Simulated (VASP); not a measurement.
Here is the system:

```
AlN
1.0
    0.00000     2.15949     2.15949
    2.15949     0.00000     2.15949
    2.15949     2.15949     0.00000
Al N
1 1
Cartesian
  0.00000   0.00000   0.00000
  1.07974   1.07974   1.07974
```

All values below come from r2SCAN+rVV10, VASP's PBE PAW potentials (set 64) (plane waves; VASP 6.6.1). Numerical set-up: 520 eV cut-off, 10×10×10 Γ-centred mesh, Gaussian smearing of 0.050 eV, potentials Al N.

Predict the energy per atom (σ→0), pressure, band gap (on the k-mesh) with the smallest direct gap where there is one.

```yaml
band gap (on the k-mesh): 3.92 eV
smallest direct gap (on the k-mesh): 5.17 eV
energy per atom (σ→0): -9.490 eV/atom
pressure: 6.82 GPa
```

The compound is AlN in the zinc blende structure, a metastable form; wurtzite is the usual one. This cell is one point of a volume scan, at 0.97 of the reference volume.
